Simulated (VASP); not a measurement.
# RbPd (Fm-3m) in VASP: elastic constants with r2SCAN

Aim: the elastic constants of RbPd with r2SCAN.

Program: VASP 6.6.1. These are calculated values, not measurements. Logs are shortened: lines on timing, memory, paths and dates and some standing lists are left out, and cuts for length are marked.

### Step 1. The structure

Symmetry: Fm-3m, No. 225, cubic system. The conventional cell has a = 6.230 Å, b = 6.230 Å, c = 6.230 Å, α = 90.00°, β = 90.00°, γ = 90.00°. Around Rb (site symmetry m-3m) lie 6 Pd at 3.11 Å. Pd (site symmetry m-3m) is surrounded by 6 Rb at 3.11 Å.

The cell was built by a generator and needn't be a form met in nature.

### Step 2. Elastic constants, r2SCAN

POSCAR

```
RbPd
1.0
    0.0000000000      3.1148990200      3.1148990200
    3.1148990200      0.0000000000      3.1148990200
    3.1148990200      3.1148990200      0.0000000000
Rb Pd
1 1
Direct
    0.5000000000      0.5000000000      0.5000000000
    0.0000000000      0.0000000000      0.0000000000
```

INCAR.step1

```
PREC     = Accurate       # precision mode
ENCUT    = 600            # plane-wave cutoff, eV
EDIFF    = 1E-8           # SCF threshold, eV
ISMEAR   = 1              # smearing method
SIGMA    = 0.1            # smearing width, eV
LREAL    = False          # projectors in reciprocal space
LASPH    = True           # aspherical terms in the spheres
NELM     = 60             # most SCF steps
ALGO     = Normal         # electronic algorithm
ISIF     = 3              # what is computed and relaxed
LWAVE    = False          # write WAVECAR
LCHARG   = False          # write CHGCAR
METAGGA  = R2SCAN         # meta-GGA
LMIXTAU  = True         
IBRION   = 2              # ionic algorithm
NSW      = 40             # ionic steps
EDIFFG   = -0.002         # ionic threshold
```

INCAR.step2

```
PREC     = Accurate       # precision mode
ENCUT    = 600            # plane-wave cutoff, eV
EDIFF    = 1E-8           # SCF threshold, eV
ISMEAR   = 1              # smearing method
SIGMA    = 0.1            # smearing width, eV
LREAL    = False          # projectors in reciprocal space
LASPH    = True           # aspherical terms in the spheres
NELM     = 60             # most SCF steps
ALGO     = Normal         # electronic algorithm
ISIF     = 3              # what is computed and relaxed
LWAVE    = False          # write WAVECAR
LCHARG   = False          # write CHGCAR
METAGGA  = R2SCAN         # meta-GGA
LMIXTAU  = True         
IBRION   = 6              # ionic algorithm
NFREE    = 2            
POTIM    = 0.015          # step
NSW      = 1              # ionic steps
```

KPOINTS

```
regular mesh
0
Gamma
  5 5 5
```

Potentials or basis: VASP PAW PBE potentials, release 64 (Rb_sv, Pd).

The run is started by

```bash
$ cat potpaw_PBE.64/Rb_sv/POTCAR potpaw_PBE.64/Pd/POTCAR > POTCAR
$ cp INCAR.step1 INCAR
$ mpirun -np 1 vasp_std > vasp.out
$ cp CONTCAR POSCAR
$ cp INCAR.step2 INCAR
$ mpirun -np 1 vasp_std > vasp.out
```

OUTCAR:

```text
PREC = Accurate
   ENCUT = 600
   EDIFF = 1E-8
   ISMEAR = 1
   LREAL = False
   LASPH = True
   NELM = 60
   ISIF = 3
   METAGGA = R2SCAN
   IBRION = 6
   NFREE = 2
   POTIM = 0.015
   NSW = 1

 ion  position               nearest neighbor table
   1  0.500  0.500  0.500-   2 3.26   2 3.26   2 3.26   2 3.26   2 3.26   2 3.26
   2  0.000  0.000  0.000-   1 3.26   1 3.26   1 3.26   1 3.26   1 3.26   1 3.26

  LATTYP: Found a face centered cubic cell.
 ALAT       =     6.5272719287

  Lattice vectors:

 A1 = (   0.0000000000,   3.2636359644,   3.2636359644)
 A2 = (   3.2636359644,   0.0000000000,   3.2636359644)
 A3 = (   3.2636359644,   3.2636359644,   0.0000000000)

Analysis of symmetry for initial positions (statically):
=====================================================================
 Subroutine PRICEL returns:
 Original cell was already a primitive cell.

 Routine SETGRP: Setting up the symmetry group for a
 face centered cubic supercell.

 Subroutine GETGRP returns: Found 48 space group operations
 (whereof 48 operations were pure point group operations)
 out of a pool of 48 trial point group operations.

The static configuration has the point symmetry O_h .

Analysis of symmetry for dynamics (positions and initial velocities):
=====================================================================
 Subroutine PRICEL returns:
 Original cell was already a primitive cell.

 Routine SETGRP: Setting up the symmetry group for a
 face centered cubic supercell.

 Subroutine GETGRP returns: Found 48 space group operations
 (whereof 48 operations were pure point group operations)
 out of a pool of 48 trial point group operations.

The dynamic configuration has the point symmetry O_h .

 Subroutine INISYM returns: Found 48 space group operations
 (whereof 48 operations are pure point group operations),
 and found     1 'primitive' translations

----------------------------------------------------------------------------------------

                                     Primitive cell

  volume of cell :      69.5241

  direct lattice vectors                    reciprocal lattice vectors
     0.000000000  3.263635964  3.263635964    -0.153203361  0.153203361  0.153203361
     3.263635964  0.000000000  3.263635964     0.153203361 -0.153203361  0.153203361
     3.263635964  3.263635964  0.000000000     0.153203361  0.153203361 -0.153203361

  length of vectors
     4.615478243  4.615478243  4.615478243     0.265356006  0.265356006  0.265356006

  position of ions in fractional coordinates (direct lattice)
     0.500000000  0.500000000  0.500000000
     0.000000000  0.000000000  0.000000000

  ion indices of the primitive-cell ions
   primitive index   ion index
                 1           1
                 2           2

----------------------------------------------------------------------------------------

 KPOINTS: regular mesh

Automatic generation of k-mesh.
 Grid dimensions read from file:
 generate k-points for:    5    5    5

 Generating k-lattice:

  Cartesian coordinates                     Fractional coordinates (reciprocal lattice)
    -0.030640672  0.030640672  0.030640672     0.200000000  0.000000000  0.000000000
     0.030640672 -0.030640672  0.030640672     0.000000000  0.200000000  0.000000000
     0.030640672  0.030640672 -0.030640672     0.000000000  0.000000000  0.200000000

  Length of vectors
[... 71 lines left out ...]
 finite differences with symmetry
 non-spin polarized calculation
 Methfessel and Paxton  Order N= 1 SIGMA  =   0.10
  energy-cutoff  :      600.00
  volume of cell :       69.52
 maximum number of plane-waves:      2334
 NGX is ok and might be reduce to    40
   NGX = 19   NGY = 19   NGZ = 19

--------------------------------------- Ionic step        1  -------------------------------------------

 number of electron      18.9999998 magnetization

 Free energy of the ion-electron system (eV)
  ---------------------------------------------------
  ext. energy  EPLUGINS =         0.00000000
  ---------------------------------------------------
  free energy    TOTEN  =       -35.52605848 eV

  energy without entropy =      -35.52531402  energy(sigma->0) =      -35.52581032

------------------------ aborting loop because EDIFF is reached ----------------------------------------

  FORCE on cell =-STRESS in cart. coord.  units (eV):
  Direction    XX          YY          ZZ          XY          YZ          ZX
  --------------------------------------------------------------------------------------
  -------------------------------------------------------------------------------------
  Total        0.0023664      0.0023664      0.0023664      0.0000000      0.0000000      0.0000000
  in kB        0.0545331      0.0545331      0.0545331      0.0000000      0.0000000      0.0000000
  external PRESSURE =       0.0545331 kB  Pullay stress =       0.0000000 kB
[... 89 lines left out ...]
  FREE ENERGIE OF THE ION-ELECTRON SYSTEM (eV)
  ---------------------------------------------------
  free  energy   TOTEN  =       -35.5243768847 eV

  energy  without entropy=      -35.5238345978  energy(sigma->0) =      -35.52419612

[... ionic steps 4 to 14 ...]

--------------------------------------- Ionic step       15  -------------------------------------------

 number of electron      18.9999998 magnetization

------------------------ aborting loop because EDIFF is reached ----------------------------------------
[... 67 lines left out ...]
--------------------------------------- Ionic step       17  -------------------------------------------

 number of electron      19.0000000 magnetization

 Free energy of the ion-electron system (eV)
  ---------------------------------------------------
  ext. energy  EPLUGINS =         0.00000000
  ---------------------------------------------------
  free energy    TOTEN  =       -35.52596072 eV

  energy without entropy =      -35.52521614  energy(sigma->0) =      -35.52571253

 E-fermi :   1.5676     XC(G=0):  -8.6387

 val. band max:        1.5554132080   @ k =   0.4000   0.4000   0.0000
 cond. band min:       1.9251133352   @ k =  -0.4000   0.4000   0.0000
 fundamental gap:      0.3697001272
 Fermi energy:         1.5676213013

 k-point     1 :       0.0000    0.0000    0.0000
  band No.  band energies     occupation
      1     -26.3153      2.00000
      2      -9.8259      2.00000
      3      -9.8258      2.00000
      4      -9.8258      2.00000
      5      -0.7351      2.00000
      6       0.2315      2.00000
      7       0.2315      2.00000
      8       0.2460      2.00000
      9       0.2460      2.00000
     10       0.2460      2.00000
     11       8.1028      0.00000
     12       8.1028      0.00000
     13       8.1031      0.00000
[... 299 lines left out ...]
  FREE ENERGIE OF THE ION-ELECTRON SYSTEM (eV)
  ---------------------------------------------------
  free  energy   TOTEN  =       -35.5259607206 eV

  energy  without entropy=      -35.5252161392  energy(sigma->0) =      -35.52571253

 INTERNAL STRAIN TENSORS FROM STRAINED CELLS
 ============================================

 INTERNAL STRAIN TENSOR FOR ION    1 for displacements in x,y,z  (eV/Angst):
          X           Y           Z          XY          YZ          ZX
  --------------------------------------------------------------------------------
  x     0.00000     0.00000    -0.00000    -0.00000     0.00000     0.00000
  y    -0.00000     0.00000     0.00000     0.00000     0.00000     0.00000
  z    -0.00000    -0.00000     0.00000     0.00000     0.00000     0.00000

 INTERNAL STRAIN TENSORS FROM DISPLACED ATOMS
 ============================================

 INTERNAL STRAIN TENSOR FOR ION    1 for displacements in x,y,z  (eV/Angst):
          X           Y           Z          XY          YZ          ZX
  --------------------------------------------------------------------------------
  x     0.00000     0.00000     0.00000     0.00000     0.00000     0.00000
  y     0.00000     0.00000     0.00000     0.00000     0.00000     0.00000
  z     0.00000     0.00000     0.00000     0.00000     0.00000     0.00000

 INTERNAL STRAIN TENSOR FOR ION    2 for displacements in x,y,z  (eV/Angst):
          X           Y           Z          XY          YZ          ZX
  --------------------------------------------------------------------------------
  x     0.00000     0.00000     0.00000     0.00000     0.00000     0.00000
  y     0.00000     0.00000     0.00000     0.00000     0.00000     0.00000
  z     0.00000     0.00000     0.00000     0.00000     0.00000     0.00000

 Eigenvectors and eigenvalues of the dynamical matrix
 ----------------------------------------------------

   1 f  =    2.135761 THz    13.419384 2PiTHz   71.241327 cm-1     8.832795 meV
             X         Y         Z           dx          dy          dz
      3.263636  3.263636  3.263636     0.745591    0.000000    0.000000
      0.000000  0.000000  0.000000    -0.666404    0.000000    0.000000
[... 21 lines left out ...]
   6 f/i=    0.002819 THz     0.017710 2PiTHz    0.094018 cm-1     0.011657 meV
             X         Y         Z           dx          dy          dz
      3.263636  3.263636  3.263636    -0.045267   -0.410017   -0.523384
      0.000000  0.000000  0.000000    -0.050646   -0.458739   -0.585576

--------------------------------------------------------------------------------------------------------

 ELASTIC MODULI CONTR FROM IONIC RELAXATION (kBar)
 Direction    XX          YY          ZZ          XY          YZ          ZX
 --------------------------------------------------------------------------------
 XX           0.0000      0.0000      0.0000      0.0000      0.0000      0.0000
 YY           0.0000      0.0000      0.0000      0.0000      0.0000      0.0000
 ZZ           0.0000      0.0000      0.0000      0.0000      0.0000      0.0000
 XY           0.0000      0.0000      0.0000      0.0000      0.0000      0.0000
 YZ           0.0000      0.0000      0.0000      0.0000      0.0000      0.0000
 ZX           0.0000      0.0000      0.0000      0.0000      0.0000      0.0000
 --------------------------------------------------------------------------------

 TOTAL ELASTIC MODULI (kBar)
 Direction    XX          YY          ZZ          XY          YZ          ZX
 --------------------------------------------------------------------------------
 XX         320.4582     50.6191     50.6191      0.0000      0.0000     -0.0000
 YY          50.6191    320.4582     50.6191     -0.0000      0.0000     -0.0000
 ZZ          50.6191     50.6191    320.4582     -0.0000      0.0000      0.0000
 XY           0.0000     -0.0000     -0.0000    -45.0252      0.0000      0.0000
 YZ           0.0000      0.0000      0.0000      0.0000    -45.0252      0.0000
 ZX          -0.0000     -0.0000      0.0000      0.0000      0.0000    -45.0252
 --------------------------------------------------------------------------------
```

It took 24 min on 1 thread of Intel Xeon 6975P-C (Granite Rapids), shared host; peak memory 0.31 GiB.

What came out:

```
Relaxed volume                                          : 34.76 Å³/atom
Relaxed cell                                            : a = 4.615 Å, b = 4.615 Å, c = 4.615 Å, α = 60.00°, β = 60.00°, γ = 60.00°
Space group after relaxing (to 0.05 Å)                  : Fm-3m (No. 225)
Elastic constants C11, C12, C44                         : 32, 5, -5 GPa
Voigt bulk modulus                                      : 14 GPa
Highest phonon frequency at Γ, LO-TO splitting left out : 71 cm⁻¹
```

Step by step:
```tsv
step	energy change (eV)	largest force (eV/Å)	pressure (GPa)	volume (Å³)
1	0.0000	0.0000	2.74	60.45
2	-0.0535	0.0000	1.08	65.08
3	-0.0638	0.0000	-0.45	72.04
4	-0.0674	0.0000	-0.05	69.78
5	-0.0675	0.0000	0.00	69.52
```

Final structure:
```
Rb Pd
1.0
     0.00000    3.26364    3.26364
     3.26364    0.00000    3.26364
     3.26364    3.26364    0.00000
Rb Pd
1 1
Direct
  0.50000 0.50000 0.50000
  0.00000 0.00000 0.00000
```

Phonon frequencies in cm⁻¹ (negative: imaginary):
```csv
q point,frequencies
"(0.000, 0.000, 0.000)",0 0 0 71 71 71
```

Elastic tensor in Voigt notation (GPa, in the Cartesian axes of the cell as first typed):
```
32  5  5  0  0  0
 5 32  5  0  0  0
 5  5 32  0  0  0
 0  0  0 -5  0  0
 0  0  0  0 -5  0
 0  0  0  0  0 -5
```

Clamped-ion elastic tensor (GPa):
```
32  5  5  0  0  0
 5 32  5  0  0  0
 5  5 32  0  0  0
 0  0  0 -5  0  0
 0  0  0  0 -5  0
 0  0  0  0  0 -5
```

Caveat: the volume moved by over 15 % at a fixed basis, so the end points are rough; the elastic tensor has a negative eigenvalue, so either the cell is unstable as it stands or the mesh is too thin; the PAW data sets were made with another functional, which shifts forces and pressure a little.
